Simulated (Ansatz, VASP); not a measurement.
# Ge (Germanium): VASP beside Ansatz

Aim: how closely do two programs agree when they are given the same cell, functional and k mesh? The cell is taken from a series of runs on this material, whose earlier steps may have relaxed, scaled, displaced or heated it; both programs get it as it stands.

Main program and level: Ansatz 0.2.0; plane waves, with VASP 6.6.1 beside it; single point at HSE06.

### Step 1. The structure

It takes space group Fd-3m (No. 227, cubic). Conventional cell: a = 5.601 Å, b = 5.601 Å, c = 5.601 Å, α = 90.00°, β = 90.00°, γ = 90.00°. Nearest to Ge lie 4 Ge at 2.43 Å.

### Step 2. Ansatz: single point, HSE06

Ansatz runs on its PAW soft_1 files.

A single point gives forces, pressure and levels at one fixed geometry, so differences don't come from the geometry; what else differs is listed under the comparison.

input.yaml reads:

```yaml
crystal:
  lattice:
    - [0.0, 2.8006209, 2.8006209]
    - [2.8006209, 0.0, 2.8006209]
    - [2.8006209, 2.8006209, 0.0]
  atoms:
    - { symbol: Ge, position: [0.0, 0.0, 0.0] }
    - { symbol: Ge, position: [0.25, 0.25, 0.25] }
kpoints:
  mp_grid: { grid: [4, 4, 4] }
  band_path:
    path:
      - [0.0, 0.0, 0.0]
      - [0.5, 0.0, 0.5]
      - [0.625, 0.25, 0.625]
      - [0.375, 0.375, 0.75]
      - [0.5, 0.5, 0.5]
      - [0.5, 0.25, 0.75]
    npoints: 1
hamiltonian:
  xc: hse06
  pseudopotentials: { kind: paw, azcp: { folder: soft_1 } }
scf:
  occupations: { method: fixed }
  n_extra_bands: 4
output:
  eigenvalues: true
```

Started as:

```sh
ansatz run input.yaml --threads 3 --pin off --max-ram 92160MiB --backend cuda --events-out ev --progress --plain --runs-dir out --devices 1 --max-vram 13GiB
```

Numbers of over 12 decimals in the logs are rounded to 6 here.

What it wrote:

```text
scf.n_extra_bands = 4 over 14 filled bands (N_el = 28.0): the run solves 18 bands
GPUs: using 1 of 1 available (devices: 1).
Engine: ansatz 0.2.0, x86_64-unknown-linux-gnu
Pseudopotentials: kind: paw
Pseudopotential: Ge, paw, valence charge 14, recommended cutoff 420 eV (normal), soft_1/Ge.paw.azcp
Functional definition: HSE06
  parameter a = 0.25
  parameter omega = 0.11/bohr
  exchange = pbe_x - a*pbe_x_sr(omega) + a*exact_x_sr(omega)
  correlation = pbe_c
davidson cushion auto → on  (no smearing: the cushion is to keep the highest requested band from converging to the state above it; pin scf.eigensolver.cushion to override)
device memory: the entry about to start is reckoned to put 0.8 GiB on a device that reports 59.8 GiB free (of which the cap on the GPU budget leaves the run 13.0 GiB)
GPU FFT provider: cuFFT
GPU libraries: cuBLAS 13.8.2, cuFFT 12.4.0, cuSOLVER 12.3.4
Crystal: 2 atoms, lattice volume = 43.933 Å³
Basis set: ecut = 420 eV, 869 PW (Γ)
Bands: 18, of which v1, the nominal top of the filled ones, is band 14 counted from 1 (13 counted from 0)
Symmetry: 48 space group operations
Space group: Fd-3m (ITA 227), of the structure as read, at distance tolerance 3.5e-5 Å
k-points: 8 of 64
Non-local potential: Ge, projectors of the file, l = 0: 2, l = 1: 2, l = 2: 3, l = 3: 1
PAW form: soft (Blöchl's): semilocal exchange-correlation on the pseudo side does not see the compensation charge
PAW frozen core: Ge, regenerated for the run's functional, and the local potential with it (the file was generated under x = pbe(κ = 0.804, μ = 0.219515), c = pbe(β = 0.066725))
PAW one-centre angular grid: Ge, 590 points (default); XC on 64 Gauss nodes
Initial density: superposition of atomic densities (chi_scale 0.1, normalization cell)
Initial wavefunctions: pseudopotential atomic-orbital guess
GPU buffer pool allocated for 19683 grid points (all kernels)
GPU transforms: local potential and band sums: pruned to the plane-wave sphere, on 25×27×27
Functional: x = pbe(κ = 0.804, μ = 0.219515), c = pbe(β = 0.066725), warm-up for x = pbe(κ = 0.804, μ = 0.219515) + 0.25 (exact − pbe) at short range (hse, ω = 0.207870 Å⁻¹), c = pbe(β = 0.066725); HSE06 as pw.x's `hse` composes it (authors' and Libxc's form: `xc: wpbeh`)
SCF iter   1: F=—  HF=-8589.662830 eV  |F-HF|=—  |Δ(HF+E_count)|=         —  Δρ=3.95e-2  dr2=5.42e-1  ethr=1.00e-1  ⟨swp⟩=4.8  Hψ=421  notcnv=0
preconditioner: auto → none  [insulator: Δε(μ)=0.213 eV  Ē_g=23.383 eV  n_scr=14 (ndim 8)  ℏωp=29.6 eV  f_vac=0.000]
SCF iter   2: F=—  HF=-8589.650851 eV  |F-HF|=—  |Δ(HF+E_count)|=   1.20e-2  Δρ=2.00e-2  dr2=1.18e-1  ethr=1.94e-3  ⟨swp⟩=3.1  Hψ=345  notcnv=0
iter 3 solved again at ethr=3.46e-6 eV; its pass at ethr=4.20e-4 eV (dr2=9.68e-4 eV) is discarded
SCF iter   3: F=—  HF=-8589.653764 eV  |F-HF|=—  |Δ(HF+E_count)|=   2.91e-3  Δρ=1.62e-3  dr2=9.81e-4  ethr=3.46e-6  ⟨swp⟩=4.0  Hψ=863  notcnv=0
SCF iter   4: F=—  HF=-8589.652264 eV  |F-HF|=—  |Δ(HF+E_count)|=   1.50e-3  Δρ=1.15e-3  dr2=1.91e-4  ethr=3.46e-6  ⟨swp⟩=4.0  Hψ=486  notcnv=0
SCF iter   5: F=-8589.652381 eV  HF=-8589.652381 eV  |F-HF|=4.67e-7  |Δ(HF+E_count)|=   1.16e-4  Δρ=7.82e-5  dr2=2.09e-6  ethr=6.82e-7  ⟨swp⟩=3.2  Hψ=375  notcnv=0
SCF 1 stopped early in 5 iterations: F = -8589.652381 eV  dr2 = 2.09e-6
  greatest PAW one-centre occupation: 0.998 electrons in one spin orbital (limit 2), on the Ge atom at site 1 (counted from 0), in its partial waves of l = 2
device memory: the entry about to start is reckoned to put 1.6 GiB on a device that reports 63.3 GiB free (of which the cap on the GPU budget leaves the run 13.0 GiB)
GPU FFT provider: cuFFT
GPU libraries: cuBLAS 13.8.2, cuFFT 12.4.0, cuSOLVER 12.3.4
Initial density: handed on by an earlier stage of this run
Initial wavefunctions: those handed on with the density
GPU buffer pool allocated for 19683 grid points (all kernels)
GPU transforms: local potential and band sums: pruned to the plane-wave sphere, on 25×27×27
Functional: x = pbe(κ = 0.804, μ = 0.219515) + 0.25 (exact − pbe) at short range (hse, ω = 0.207870 Å⁻¹), c = pbe(β = 0.066725); HSE06 as pw.x's `hse` composes it (authors' and Libxc's form: `xc: wpbeh`)
Exchange kernel: α = 0.2500, screened, ω = 0.2079 Å⁻¹, Wigner–Seitz truncation, v(0) = 1025.4598 eV·Å³, q-mesh 4×4×4, nearest image of the exchange supercell L = 15.84 Å, pair-density grid 20×20×20, without the augmentation charges, whose exchange is taken in its separable form by FFT convolution over the k-point mesh (sized by the pseudopotential files, 24×24×24 at the most), smooth part of the exact exchange by density-matrix convolution in up to 927.6 MiB of GPU memory as planned if the GPU has room (build and FFT work areas not counted)
Frozen-core exchange: fock
SCF iter   1: F=—  HF=-8591.492678 eV  |F-HF|=—  |Δ(HF+E_count)|=         —  Δρ=9.33e-3  dr2=1.27e-2  ethr=7.46e-8  ⟨swp⟩=7.1  Hψ=800  notcnv=0
preconditioner: auto → none  [insulator: Δε(μ)=0.921 eV  Ē_g=26.885 eV  n_scr=14 (ndim 8)  ℏωp=29.6 eV  f_vac=0.077]
SCF iter   2: F=—  HF=-8591.476118 eV  |F-HF|=—  |Δ(HF+E_count)|=   1.66e-2  Δρ=2.13e-3  dr2=2.57e-3  ethr=7.46e-8  ⟨swp⟩=4.1  Hψ=609  notcnv=0
SCF iter   3: F=—  HF=-8591.475363 eV  |F-HF|=—  |Δ(HF+E_count)|=   7.54e-4  Δρ=9.22e-4  dr2=7.49e-4  ethr=7.46e-8  ⟨swp⟩=4.4  Hψ=611  notcnv=0
SCF iter   4: F=—  HF=-8591.483684 eV  |F-HF|=—  |Δ(HF+E_count)|=   8.32e-3  Δρ=6.79e-4  dr2=7.63e-5  ethr=7.46e-8  ⟨swp⟩=4.6  Hψ=618  notcnv=0
SCF iter   5: F=—  HF=-8591.483652 eV  |F-HF|=—  |Δ(HF+E_count)|=   3.20e-5  Δρ=2.51e-4  dr2=1.65e-5  ethr=7.46e-8  ⟨swp⟩=3.0  Hψ=400  notcnv=0
SCF iter   6: F=—  HF=-8591.483642 eV  |F-HF|=—  |Δ(HF+E_count)|=   1.01e-5  Δρ=4.95e-5  dr2=1.13e-5  ethr=3.56e-8  ⟨swp⟩=3.0  Hψ=428  notcnv=0
SCF iter   7: F=-8591.483763 eV  HF=-8591.483767 eV  |F-HF|=4.99e-6  |Δ(HF+E_count)|=   1.25e-4  Δρ=1.19e-4  dr2=2.05e-6  ethr=1.94e-9  ⟨swp⟩=4.4  Hψ=611  notcnv=0
SCF 2 stopped early in 7 iterations: F = -8591.483763 eV  dr2 = 2.05e-6
hybrid outer 1: dexx = +9.774e-3 eV, tail = 7.13e-5 eV
GPU FFT provider: cuFFT
GPU libraries: cuBLAS 13.8.2, cuFFT 12.4.0, cuSOLVER 12.3.4
GPU buffer pool allocated for 19683 grid points (all kernels)
GPU transforms: local potential and band sums: pruned to the plane-wave sphere, on 25×27×27
Exchange kernel: α = 0.2500, screened, ω = 0.2079 Å⁻¹, Wigner–Seitz truncation, v(0) = 1025.4598 eV·Å³, q-mesh 4×4×4, nearest image of the exchange supercell L = 15.84 Å, pair-density grid 20×20×20, without the augmentation charges, whose exchange is taken in its separable form by FFT convolution over the k-point mesh (sized by the pseudopotential files, 24×24×24 at the most), smooth part of the exact exchange by density-matrix convolution in up to 927.6 MiB of GPU memory as planned if the GPU has room (build and FFT work areas not counted)
Frozen-core exchange: fock
SCF iter   1: F=—  HF=-8591.484099 eV  |F-HF|=—  |Δ(HF+E_count)|=         —  Δρ=9.37e-5  dr2=1.78e-6  ethr=1.27e-6  ⟨swp⟩=2.8  Hψ=330  notcnv=0
preconditioner: auto → none  [insulator: Δε(μ)=0.986 eV  Ē_g=26.686 eV  n_scr=14 (ndim 8)  ℏωp=29.6 eV  f_vac=0.077]
iter 2 solved again at ethr=8.20e-11 eV; its pass at ethr=4.90e-9 eV (dr2=2.29e-8 eV) is discarded
SCF iter   2: F=—  HF=-8591.484099 eV  |F-HF|=—  |Δ(HF+E_count)|=   6.73e-8  Δρ=1.06e-5  dr2=8.32e-8  ethr=8.20e-11  ⟨swp⟩=2.1  Hψ=854  notcnv=0
SCF iter   3: F=-8591.484100 eV  HF=-8591.484100 eV  |F-HF|=1.69e-8  |Δ(HF+E_count)|=   5.61e-7  Δρ=7.69e-6  dr2=1.39e-8  ethr=8.20e-11  ⟨swp⟩=4.0  Hψ=585  notcnv=0
SCF 3 converged in 3 iterations: F = -8591.484100 eV  dr2 = 1.39e-8
hybrid outer 2: dexx = +6.636e-7 eV, tail = 7.92e-8 eV, Δε = 5.38e-3 eV (about 3.12e-4 eV left of the loop's levels)
device memory: the entry about to start is reckoned to put 0.3 GiB on a device that reports 61.8 GiB free (of which the cap on the GPU budget leaves the run 13.0 GiB)
NSCF: frozen V_eff on 6 k-points
hybrid SCF converged: 2 outer / 10 inner (+5 warm-up), last move |dexx| = 6.64e-7 eV, tail = 7.92e-8 eV
Stability not checked: this state was not tested for a lower state beside it, because the functional holds exact exchange (a hybrid, or Hartree-Fock), whose exchange loop this test does not read (fock_operator; see scf.lower_state_search)
Free energy (F): -8591.484100 eV
Frozen-core exchange: fock
Harris-Foulkes:  -8591.484100 eV  (|F-HF|=1.69e-8)
Internal energy: -8591.484100 eV  (E = F + TS)
E sigma→0 (E₀):  -8591.484100 eV
Fermi energy:    8.628141 eV
--- Per-component energies (eV) ---
  E_band       = -364.643405
  E_kinetic    = 185.398764
  E_local      = -4460.430570  (includes V_loc(G=0)·N_el)
  E_nonlocal   = 435.599192
  E_hartree    = 2135.472433
  E_xc         = -115.648117
  E_vxc        = -104.844271  (∫ρ·V_xc dr)
  E_exx        = -109.217265  (= α·E_x^exact, valence–valence)
  E_paw        = -3947.650349  (= ΣΔE_a)
  E_vpaw       = -472.878151  (= ΣTr[D̂ρ^β])
  E_aug_tail   = 0.000029  (compensation charges beyond the density's cutoff)
  E_ewald      = -2714.277482
  E_core_change = -0.730735  (= ΣΔE_core)
  E_smearing   = -0.000000  (= −TS)
  E_closure    = -0.000000  (closes the sum)
  Σ components = -8591.484100   (vs F -8591.484100, Δ=-1.82e-12)
--- Band table (eV; the first three rows and the last of 8) ---
  k-point 0: bands = [... 10 lower, -5.6304, 8.6281, 8.6281, 8.6281, 9.8957, 11.8850, 11.8850, 11.8850]
  k-point 1: bands = [... 10 lower, -4.7832, 3.5768, 7.6579, 7.6579, 10.1513, 13.0556, 13.0556, 15.4294]
  k-point 2: bands = [... 10 lower, -3.2200, 0.2084, 7.0590, 7.0590, 9.6144, 13.1191, 13.1191, 16.6026]
  k-point 7: bands = [... 10 lower, -1.0461, -1.0461, 4.2607, 4.2607, 14.0004, 14.0004, 14.0857, 14.0857]
```

### Step 3. VASP: single point, HSE06

The same cell, functional and mesh now go to VASP, with its own data sets.

Lines of VASP's logs that name or quote its potential files are left out, and so is its time.

The run reads the wave functions of an earlier VASP run, which isn't shown here.

INCAR reads:

```
SYSTEM = Ge
PREC = Accurate
ENCUT = 410
EDIFF = 1E-06
NELM = 100
ISMEAR = 0
SIGMA = 0.01
LREAL = .FALSE.
ALGO = Normal
LHFCALC = .TRUE.
AEXX = 0.25
GGA = PE
HFSCREEN = 0.208
LASPH = .TRUE.
NBANDS = 20
PRECFOCK = Fast
LORBIT = 11
LWAVE = .FALSE.
LCHARG = .FALSE.
KPAR = 8
ISIF = 2
```

POSCAR reads:

```
Ge
1.0
    0.0000000000      2.8006209000      2.8006209000
    2.8006209000      0.0000000000      2.8006209000
    2.8006209000      2.8006209000      0.0000000000
Ge
2
Direct
    0.0000000000      0.0000000000      0.0000000000
    0.2500000000      0.2500000000      0.2500000000
```

KPOINTS reads:

```
Automatic mesh
0
Gamma
4 4 4
0 0 0
```

PAW data sets: Ge_d (PBE family, release 64).

Started as:

```sh
mpirun -np 8 vasp_std
```

What it wrote:

```text
[banner, memory and clock lines left out]
running    8 mpi-ranks, on    1 nodes
 distrk:  each k-point on    1 cores,    8 groups
 distr:  one band on    1 cores,    1 groups

 POSCAR found type information on POSCAR Ge
 POSCAR found :  1 types and       2 ions
|                                                                             |
|           W    W    AA    RRRRR   N    N  II  N    N   GGGG   !!!           |
|           W    W   A  A   R    R  NN   N  II  NN   N  G    G  !!!           |
|           W    W  A    A  R    R  N N  N  II  N N  N  G       !!!           |
|           W WW W  AAAAAA  RRRRR   N  N N  II  N  N N  G  GGG   !            |
|           WW  WW  A    A  R   R   N   NN  II  N   NN  G    G                |
|           W    W  A    A  R    R  N    N  II  N    N   GGGG   !!!           |
|                                                                             |
|     For optimal performance we recommend to set                             |
|       NCORE = 2 up to number-of-cores-per-socket                            |
|     NCORE specifies how many cores store one orbital (NPAR=cpu/NCORE).      |
|     This setting can greatly improve the performance of VASP for DFT.       |
|     The default, NCORE=1 might be grossly inefficient on modern             |
|     multi-core architectures or massively parallel machines. Do your        |
|     Unfortunately you need to use the default for GW and RPA                |
|     calculations (for HF NCORE is supported but not extensively tested      |
|     yet).                                                                   |
|                                                                             |

 LDA part: xc-table for (Slater+PW92), standard interpolation
 found WAVECAR, reading the header
 POSCAR, INCAR and KPOINTS ok, starting setup
 FFT: planning ... GRIDC
 FFT: planning ... GRID_SOFT
 FFT: planning ... GRID
 reading WAVECAR
 the WAVECAR file was read successfully
 initial charge from wavefunction
 entering main loop
       N       E                     dE             d eps       ncg     rms          rms(c)
DAV:   1    -0.104386209334E+02   -0.10439E+02   -0.91168E-01   420   0.182E+01    0.953E-01
DAV:   2    -0.104342777622E+02    0.43432E-02   -0.45512E-02   392   0.310E+00    0.683E-01
DAV:   3    -0.104320945361E+02    0.21832E-02   -0.69318E-03   432   0.151E+00    0.463E-01
DAV:   4    -0.104318292450E+02    0.26529E-03   -0.77278E-04   392   0.459E-01    0.287E-01
DAV:   5    -0.104317455821E+02    0.83663E-04   -0.58725E-05   376   0.122E-01    0.173E-01
DAV:   6    -0.104317113653E+02    0.34217E-04   -0.93548E-06   392   0.408E-02    0.103E-01
DAV:   7    -0.104316968170E+02    0.14548E-04   -0.26397E-06   288   0.164E-02    0.610E-02
DAV:   8    -0.104316904590E+02    0.63580E-05   -0.10631E-06   224   0.903E-03    0.360E-02
DAV:   9    -0.104316874382E+02    0.30208E-05   -0.46273E-07   172   0.487E-03    0.211E-02
DAV:  10    -0.104316864503E+02    0.98794E-06   -0.14496E-07   172   0.325E-03
   1 F= -.10431686E+02 E0= -.10431686E+02  d E =-.307763E-22
```

OUTCAR, selected parts (step 3):

```text
ion  position               nearest neighbor table
   1  0.000  0.000  0.000-   2 2.43   2 2.43   2 2.43   2 2.43
   2  0.250  0.250  0.250-   1 2.43   1 2.43   1 2.43   1 2.43

  LATTYP: Found a face centered cubic cell.
 ALAT       =     5.6012418000

 Subroutine GETGRP returns: Found 48 space group operations
 (whereof 24 operations were pure point group operations)

The static configuration has the point symmetry T_d .
 The point group associated with its full space group is O_h .

 Found      8 irreducible k-points:

   k-points           NKPTS =      8   k-points in BZ     NKDIM =     64   number of bands    NBANDS=     20

   dimension x,y,z NGX =    28 NGY =   28 NGZ =   28
   dimension x,y,z NGXF=    56 NGYF=   56 NGZF=   56

   ENCUT  =  410.0 eV  30.13 Ry    5.49 a.u.   6.54  6.54  6.54*2*pi/ulx,y,z

   NELECT =      28.0000    total number of electrons

 k-points in reciprocal lattice and weights: Automatic mesh
   0.00000000  0.00000000  0.00000000       0.016
   0.25000000  0.00000000  0.00000000       0.125
   0.50000000  0.00000000  0.00000000       0.062
   0.25000000  0.25000000  0.00000000       0.094
   0.50000000  0.25000000  0.00000000       0.375
  -0.25000000  0.25000000  0.00000000       0.188
   0.50000000  0.50000000  0.00000000       0.047
  -0.25000000  0.50000000  0.25000000       0.094

  exchange ACFDT corr.  =         0.00000000  see jH, gK, PRB 81, 115126

 average (electrostatic) potential at core
       1 -66.9841       2 -66.9841

 E-fermi :   5.0394

 k-point     1 :       0.0000    0.0000    0.0000
  band No.  band energies     occupation
    ...
     10     -22.6823      2.00000
     11      -9.2885      2.00000
     12       4.9734      2.00000
     13       4.9734      2.00000
     14       4.9734      2.00000
     15       6.2572      0.00000
     16       8.2385      0.00000
     17       8.2386      0.00000
     18       8.2386      0.00000
     19      12.3342      0.00000
    ...

 k-point     2 :       0.2500    0.0000    0.0000
  band No.  band energies     occupation
    ...
     10     -22.6638      2.00000
     11      -8.4406      2.00000
     12      -0.0758      2.00000
     13       4.0039      2.00000
     14       4.0040      2.00000
     15       6.5057      0.00000
     16       9.4099      0.00000
     17       9.4099      0.00000
     18      11.7840      0.00000
     19      13.9302      0.00000
    ...

 k-point     3 :       0.5000    0.0000    0.0000
  band No.  band energies     occupation
    ...
     10     -22.6577      2.00000
     11      -6.8767      2.00000
     12      -3.4457      2.00000
     13       3.4056      2.00000
     14       3.4056      2.00000
     15       5.9676      0.00000
     16       9.4739      0.00000
     17       9.4740      0.00000
     18      12.9538      0.00000
     19      16.8350      0.00000
    ...

  Total        0.9366658      0.9366658      0.9366658     -0.0000000      0.0000000     -0.0000000
  in kB       34.1587737     34.1587737     34.1587737     -0.0000000      0.0000000     -0.0000000
  external PRESSURE =      34.1587737 kB  Pullay stress =       0.0000000 kB

  energy-cutoff  :      410.00
  volume of cell :       43.93
      direct lattice vectors                 reciprocal lattice vectors
     0.000000000  2.800620900  2.800620900    -0.178531839  0.178531839  0.178531839
     2.800620900  0.000000000  2.800620900     0.178531839 -0.178531839  0.178531839
     2.800620900  2.800620900  0.000000000     0.178531839  0.178531839 -0.178531839

 POSITION                                       TOTAL-FORCE (eV/Angst)
 -----------------------------------------------------------------------------------
      0.00000      0.00000      0.00000        -0.000000      0.000000     -0.000000
      1.40031      1.40031      1.40031         0.000000     -0.000000      0.000000
 -----------------------------------------------------------------------------------
    total drift:                               -0.000001      0.000002      0.000001

  FREE ENERGIE OF THE ION-ELECTRON SYSTEM (eV)
  ---------------------------------------------------
  free  energy   TOTEN  =       -10.4316864503 eV

  energy  without entropy=      -10.4316864503  energy(sigma->0) =      -10.43168645

 total charge
# of ion       s       p       d       tot
------------------------------------------
    1        1.092   1.353  10.032  12.478
    2        1.092   1.353  10.032  12.478
--------------------------------------------------
tot          2.184   2.706  20.065  24.955

[... 3 further parts left out ...]
```

The run ends at a pressure of 3.42 GPa.

### Step 4. Differences

Known differences besides the potentials themselves: exact exchange at q = 0 is treated differently, which shows on coarse meshes; VASP keeps PBE cores, Ansatz makes them for the functional; fixed occupations in Ansatz, narrow Gaussian smearing in VASP; the cutoff is 420 eV in Ansatz and 410 eV in VASP; VASP takes a coarser grid for exact exchange (PRECFOCK = Fast). Total energies have different zeros and are not compared.

The two programs side by side:

```tsv
quantity	Ansatz	VASP	difference
gap on the k mesh (eV)	0.986	0.994	-0.008
```

A gap on the mesh is an upper bound, since the band edges may lie between its points.

### Step 5. Results

| Quantity | Value |
| --- | --- |
| difference in gap on the k mesh (single point, HSE06) | -0.0080 eV |

**Reading.** The difference in gap on the k mesh is -0.0080 eV (single point, HSE06), within the 0.08 eV picked in this series as the mark of a large difference. How closely two codes agree says nothing of how well the functional describes the real material.

[Lines on the potential files, build, host, timing and source positions are cut from VASP's logs without a mark.]

[Logs are printed without paths, hosts, clocks, repeated set-up lines and the standing remarks that a program may print on its own settings, such as how far it seeks lower states.]

[Hosts, paths, dates, database ids (printed as entryN), source tags and the programs' standing remarks are cut or masked in the printed files.]
